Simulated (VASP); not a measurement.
A neutral O vacancy in MgO (rock salt) against the size of the supercell and its k-mesh, ions relaxed at a fixed lattice constant. The chemical potential of O still has to be added. Computed with PBE GGA, VASP's PBE PAW potentials (set 64) (plane waves; VASP 6.6.1).

Cells with an even electron count and no magnetic element ran without spin.

```json
[
 {"perfect cell and k-mesh": "16 atoms, 1×1×1", "host energy (eV/atom)": "-5.5335", "E(vacancy cell) − E(host cell) (eV)": "7.53"},
 {"perfect cell and k-mesh": "16 atoms, 4×4×4", "host energy (eV/atom)": "-5.9670", "E(vacancy cell) − E(host cell) (eV)": "11.67"},
 {"perfect cell and k-mesh": "54 atoms, 1×1×1", "host energy (eV/atom)": "-5.9224", "E(vacancy cell) − E(host cell) (eV)": "10.73"},
 {"perfect cell and k-mesh": "54 atoms, 3×3×3", "host energy (eV/atom)": "-5.9665", "E(vacancy cell) − E(host cell) (eV)": "11.67"},
 {"perfect cell and k-mesh": "64 atoms, 1×1×1", "host energy (eV/atom)": "-5.9571", "E(vacancy cell) − E(host cell) (eV)": "11.25"},
 {"perfect cell and k-mesh": "64 atoms, 3×3×3", "host energy (eV/atom)": "-5.9670", "E(vacancy cell) − E(host cell) (eV)": "11.67"},
 {"perfect cell and k-mesh": "128 atoms, 1×1×1", "host energy (eV/atom)": "-5.9610", "E(vacancy cell) − E(host cell) (eV)": "[?]"},
 {"perfect cell and k-mesh": "128 atoms, 2×2×2", "host energy (eV/atom)": "-5.9669", "E(vacancy cell) − E(host cell) (eV)": "[?]"}
]
```

Problem. Some entries are withheld; supply them.

Solution. 
- 128 atoms, 2×2×2, E(vacancy cell) − E(host cell) (eV): 11.67
- 128 atoms, 1×1×1, E(vacancy cell) − E(host cell) (eV): 11.44

Runs of the series that failed, ran out of time, didn't relax or are held back are left out.
